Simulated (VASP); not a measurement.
```xyz
3
Lattice="0.0000 2.7300 2.7300 2.7300 0.0000 2.7300 2.7300 2.7300 0.0000" Properties=species:S:1:pos:R:3 pbc="T T T"
Ca     0.0000     0.0000     0.0000
F      1.3650     1.3650     1.3650
F      4.0950     4.0950     4.0950
```

Calculation: PBE GGA, VASP's PBE PAW potentials (set 64) (plane waves; VASP). Settings: 520 eV cut-off, 5×5×5 Γ-centred mesh, Gaussian smearing of 0.050 eV, potentials Ca_sv F.

Problem. Give the stress tensor in GPa (positive for a compressed cell).

Solution. 
```
2.61  0.00  0.00
0.00  2.61  0.00
0.00  0.00  2.61
```
The pressure is its mean diagonal, 2.61 GPa.

The compound is CaF2 in the fluorite structure. The cell was not relaxed at this level.
